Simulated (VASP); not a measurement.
Output of a VASP run:

File OSZICAR:
```
       N       E                     dE             d eps       ncg     rms          rms(c)
DAV:   1     0.844688579481E+01    0.84469E+01   -0.33293E+03   560   0.777E+02
DAV:   2    -0.825243515505E+01   -0.16699E+02   -0.16660E+02   848   0.817E+01
DAV:   3    -0.848101439224E+01   -0.22858E+00   -0.22858E+00   792   0.117E+01
DAV:   4    -0.848185227035E+01   -0.83788E-03   -0.83788E-03   888   0.745E-01
DAV:   5    -0.848185279273E+01   -0.52239E-06   -0.52239E-06   800   0.188E-02    0.400E+00
DAV:   6    -0.838903967457E+01    0.92813E-01   -0.99711E-02   672   0.175E+00    0.252E+00
DAV:   7    -0.834596504596E+01    0.43075E-01   -0.22269E-01   712   0.258E+00    0.273E-01
DAV:   8    -0.834643813903E+01   -0.47309E-03   -0.65819E-03   672   0.562E-01    0.787E-02
DAV:   9    -0.834636380238E+01    0.74337E-04   -0.47885E-04   792   0.140E-01    0.456E-02
DAV:  10    -0.834638188402E+01   -0.18082E-04   -0.34979E-05   680   0.555E-02    0.293E-02
DAV:  11    -0.834638153720E+01    0.34682E-06   -0.72550E-07   824   0.832E-03    0.912E-04
DAV:  12    -0.834638150122E+01    0.35981E-07   -0.26366E-08   648   0.152E-03
   1 F= -.83463815E+01 E0= -.83463815E+01  d E =0.000000E+00
```

**OUTCAR**
```
------------------------ aborting loop because EDIFF is reached ----------------------------------------
  FORCE on cell =-STRESS in cart. coord.  units (eV):
  Direction    XX          YY          ZZ          XY          YZ          ZX
  --------------------------------------------------------------------------------------
  Total        0.0002500      0.0002500      0.0002500     -0.0000000      0.0000000     -0.0000000
  in kB        0.0097960      0.0097960      0.0097960     -0.0000000      0.0000000     -0.0000000
  external PRESSURE =       0.0097960 kB  Pullay stress =       0.0000000 kB
  volume of cell :       40.89
      direct lattice vectors                 reciprocal lattice vectors
     0.000000000  2.734495055  2.734495055    -0.182849115  0.182849115  0.182849115
     2.734495055  0.000000000  2.734495055     0.182849115 -0.182849115  0.182849115
     2.734495055  2.734495055  0.000000000     0.182849115  0.182849115 -0.182849115
 POSITION                                       TOTAL-FORCE (eV/Angst)
 -----------------------------------------------------------------------------------
      0.00000      0.00000      0.00000         0.000000     -0.000000     -0.000000
      1.36725      1.36725      1.36725         0.000000      0.000000      0.000000
 -----------------------------------------------------------------------------------
    total drift:                               -0.000000     -0.000000     -0.000000
  FREE ENERGIE OF THE ION-ELECTRON SYSTEM (eV)
  ---------------------------------------------------
  free  energy   TOTEN  =        -8.3463815012 eV

  energy  without entropy=       -8.3463815012  energy(sigma->0) =       -8.34638150

 total charge

# of ion       s       p       d       tot
------------------------------------------
    1        0.750   0.932   0.000   1.682
    2        0.750   0.932   0.000   1.682
--------------------------------------------------
tot          1.500   1.865   0.000   3.365
```
(Selected blocks of OUTCAR.)

File POSCAR:
```
Si
1
    0.0000000000     2.7344950546     2.7344950546
    2.7344950546     0.0000000000     2.7344950546
    2.7344950546     2.7344950546     0.0000000000
Si
2
Direct
  0.0000000000   0.0000000000   0.0000000000
  0.2500000000   0.2500000000   0.2500000000
```

Q: Reconstruct the remaining input files.

A: This is not unique; one that fits is the input of the run itself, optB88-vdW, plane waves, VASP's PBE PAW potentials (set 64).

INCAR:
```
AGGAC = 0.0
ALGO = Normal
EDIFF = 1E-7
ENCUT = 520
GGA = BO
ISIF = 2
ISMEAR = -5
LASPH = .TRUE.
LCHARG = .TRUE.
LORBIT = 11
LREAL = .FALSE.
LUSE_VDW = .TRUE.
LWAVE = .FALSE.
NEDOS = 601
NELM = 100
PARAM1 = 0.1833333333
PARAM2 = 0.22
PREC = Accurate
SYSTEM = Si
```

File KPOINTS:
```
Automatic mesh
0
Gamma
9 9 9
0 0 0
```

POTCAR, in this order: Si (PBE.64 set). Program: vasp_std.

The compound is Si in the diamond structure. It was relaxed first.
